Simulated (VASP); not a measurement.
Method: PBE GGA with D3 dispersion (Becke-Johnson damping), VASP's PBE PAW potentials (set 64) (plane waves; VASP).

VASP input:

File POSCAR:
```
TiCo
1.0
  2.9311058276   0.0000000000   0.0000000000
  0.0000000000   2.9311058276   0.0000000000
  0.0000000000   0.0000000000   2.9311058276
Ti Co
1 1
Cart
  0.0000000000   0.0000000000   0.0000000000
  1.4655529138   1.4655529138   1.4655529138
```

**KPOINTS**
```
k-points along high-symmetry lines
15
Line-mode
Reciprocal
  0.000000   0.000000   0.000000 ! GAMMA
  0.000000   0.500000   0.000000 ! X

  0.000000   0.500000   0.000000 ! X
  0.500000   0.500000   0.000000 ! M

  0.500000   0.500000   0.000000 ! M
  0.000000   0.000000   0.000000 ! GAMMA

  0.000000   0.000000   0.000000 ! GAMMA
  0.500000   0.500000   0.500000 ! R

  0.500000   0.500000   0.500000 ! R
  0.000000   0.500000   0.000000 ! X

  0.500000   0.500000   0.500000 ! R
  0.500000   0.500000   0.000000 ! M
```

### INCAR
```
ALGO=Normal
EDIFF=1E-7
ENCUT=520
GGA=PE
ICHARG=11
ISMEAR=0
IVDW=12
LASPH=.TRUE.
LCHARG=.FALSE.
LMAXMIX=4
LORBIT=11
LREAL=.FALSE.
LWAVE=.FALSE.
NELM=100
PREC=Accurate
SIGMA=0.05
SYSTEM=TiCo
```

POTCAR, in this order: Ti_sv Co (PBE.64 set). Program: vasp_std. Read from the step before: CHGCAR.

What VASP printed:

OSZICAR:
```
       N       E                     dE             d eps       ncg     rms          rms(c)
DAV:   1     0.151306151586E+03    0.15131E+03   -0.10858E+04  2520   0.196E+03
DAV:   2    -0.654952314327E+01   -0.15786E+03   -0.15505E+03  2604   0.412E+02
DAV:   3    -0.156766503075E+02   -0.91271E+01   -0.90118E+01  3980   0.107E+02
DAV:   4    -0.159236039836E+02   -0.24695E+00   -0.24623E+00  3044   0.145E+01
DAV:   5    -0.159341244611E+02   -0.10520E-01   -0.10520E-01  3660   0.265E+00
DAV:   6    -0.159342692302E+02   -0.14477E-03   -0.14477E-03  3062   0.303E-01
DAV:   7    -0.159342736959E+02   -0.44657E-05   -0.44655E-05  3790   0.488E-02
DAV:   8    -0.159342737700E+02   -0.74147E-07   -0.73844E-07  3054   0.571E-03
   1 F= -.17074768E+02 E0= -.17072258E+02  d E =-.502080E-02
```

### OUTCAR
```
 val. band max:       10.4256894975   @ k =   0.4286   0.5000   0.0000

 cond. band min:      10.4395531875   @ k =   0.1071   0.5000   0.1071



 k-point     1 :       0.0000    0.0000    0.0000
  band No.  band energies     occupation
      1     -46.4682      2.00000
      2     -22.5413      2.00000
      3     -22.5413      2.00000
      4     -22.5413      2.00000
      5       2.7589      2.00000
      6       6.6072      2.00000
      7       6.6072      2.00000
      8       9.0941      2.00000
      9       9.0941      2.00000
     10       9.0941      2.00000
     11      11.4698      0.00000
     12      11.4698      0.00000
     13      13.5489      0.00000
     14      13.5489      0.00000

 k-point     2 :       0.0000    0.0357    0.0000
  band No.  band energies     occupation
      1     -46.4677      2.00000
      2     -22.5460      2.00000
      3     -22.5410      2.00000
      4     -22.5410      2.00000
      5       2.7857      2.00000
      6       6.6194      2.00000
      7       6.6204      2.00000
      8       9.0921      2.00000
      9       9.0921      2.00000
     10       9.0990      2.00000
     11      11.4555      0.00000
     12      11.4756      0.00000
     13      13.5094      0.00000
     14      13.5211      0.00000

 k-point     3 :       0.0000    0.0714    0.0000
  band No.  band energies     occupation
      1     -46.4662      2.00000
      2     -22.5597      2.00000
      3     -22.5400      2.00000
      4     -22.5400      2.00000
      5       2.8656      2.00000
      6       6.6557      2.00000
      7       6.6592      2.00000
      8       9.0866      2.00000
      9       9.0866      2.00000
     10       9.1137      2.00000
     11      11.4128      0.00000
     12      11.4923      0.00000
     13      13.3964      0.00000
     14      13.3965      0.00000

 k-point     4 :       0.0000    0.1071    0.0000
  band No.  band energies     occupation
      1     -46.4638      2.00000
...
```

The density is held fixed in this step, so its total energy and stress have no physical meaning.

The compound is TiCo in the CsCl type structure. It was relaxed first, which changed the volume by -6 %. The run is not spin-polarised, so no magnetic state was tried. The electron count is odd and the run is not spin-polarised, which forces a metal.
